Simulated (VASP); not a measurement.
All values below come from LDA (Ceperley-Alder, Perdew-Zunger), VASP's LDA PAW potentials (set 64) (plane waves; VASP).

VASP input:

**KPOINTS**
```
Automatic mesh
0
Gamma
6 6 2
0 0 0
```

**INCAR**
```
SIGMA  =  0.1   ! width (eV)
ISMEAR  =  -1   ! Fermi-Dirac
NELM  =  100   ! most electronic steps
ENCUT  =  300
LWAVE  =  F
PREC  =  Accurate
LMAXMIX  =  4
ISIF  =  2   ! forces and stress, cell fixed
LREAL  =  F   ! projection in real space or not
EDIFF  =  1E-6
SYSTEM  =  Y
ALGO  =  Normal   ! blocked Davidson
LASPH  =  T   ! aspherical one-centre terms
LCHARG  =  F
```

### POSCAR
```
Y
1
    3.6212220000     0.0000000000     0.0000000000
   -1.8106110000     3.1360700000     0.0000000000
    0.0000000000     0.0000000000    11.6513050000
Y
4
Direct
  0.0024690000  -0.0142160000   0.0069120000
  0.0165070000   0.0102340000   0.5011750000
  0.3292570000   0.6505600000   0.2363430000
  0.6517670000   0.3534210000   0.7555700000
```

POTCAR, in this order: Y_sv (LDA.64 set). Program: vasp_std.

Q: What will the output report for the number of irreducible k-points (NKPTS), largest plane-wave count, number of space-group operations, FFT grid (NGX, NGY, NGZ)?

A: 
- number of irreducible k-points (NKPTS) = 40
- largest plane-wave count = 1578
- number of space-group operations = 1
- FFT grid (NGX, NGY, NGZ) = 20 × 20 × 70

The structure was generated: Y was put into an ordered model structure, which need not be its known phase. The cell was not relaxed at this level, atoms are displaced from their ideal sites. The k-mesh is coarse (spacing up to 0.33 per Å, 2π included), so the numbers may not be converged in it. The run is one of a series of settings (GGA removed, POTCAR Y_sv (LDA.64 set) against the base run), some of them coarse on purpose.
